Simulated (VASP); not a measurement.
Set up this calculation in VASP 6.6.1, as the native input.

- Task: relaxation of cell and atoms
- Functional: PBE
- Dispersion: D3(BJ)
- Potentials or basis: VASP PAW PBE potentials, release 64 (Ge_d)
- Cutoff: 600 eV
- k mesh: 10 × 10 × 10
- Occupations: gaussian, width 0.03 eV
- Spin: no spin polarisation
- Further INCAR settings: ALGO = Normal; EDIFF = 1e-06; IBRION = 2; EDIFFG = -0.01; NSW = 90; ISIF = 3

The structure of Ge lies in POSCAR:

```
Ge
1.0
    0.0000000000      2.8289100000      2.8289100000
    2.8289100000      0.0000000000      2.8289100000
    2.8289100000      2.8289100000      0.0000000000
Ge
2
Direct
    0.0000000000      0.0000000000      0.0000000000
    0.2500000000      0.2500000000      0.2500000000
```

The input as run:

INCAR

```
SYSTEM = Ge
  PREC = Accurate
  ENCUT = 600
  EDIFF = 1E-6
  ISMEAR = 0
  SIGMA = 0.03
  LREAL = .FALSE.
  LASPH = .TRUE.
  NELM = 80
  ALGO = Normal
  ISIF = 3
  LWAVE = .FALSE.
  LCHARG = .FALSE.
  GGA = PE
  IVDW = 12
  IBRION = 2
  NSW = 90
  EDIFFG = -0.01
```

KPOINTS

```
Automatic mesh
0
G
  10 10 10
  0 0 0
```

Potentials or basis: VASP PAW PBE potentials, release 64 (Ge_d).

Command:

```sh
$ cat potpaw_PBE.64/Ge_d/POTCAR > POTCAR
$ mpirun -np 1 vasp_std > vasp.out
```

It gave:

```
Relaxed volume                         : 23.14 Å³/atom
Relaxed cell                           : a = 4.030 Å, b = 4.030 Å, c = 4.030 Å, α = 60.00°, β = 60.00°, γ = 60.00°
Space group after relaxing (to 0.05 Å) : Fd-3m (No. 227)
Energy gained by relaxing              : 2.2 meV/atom
Ionic steps                            : 4
Pressure after relaxing                : 0.0 GPa
Band gap on the k mesh                 : none (metal or under the smearing width)
Dispersion energy per atom             : -0.291 eV
```

Caveat: pairwise dispersion overbinds metals, which lowers pressure and volume; this crystal is a semiconductor, whose small gap the functional closes, so the metal is an error of the method.

It took 100 s on 1 thread of AMD EPYC 7R13 Processor (Zen 3), with other jobs on the host, peak memory 0.18 GiB.
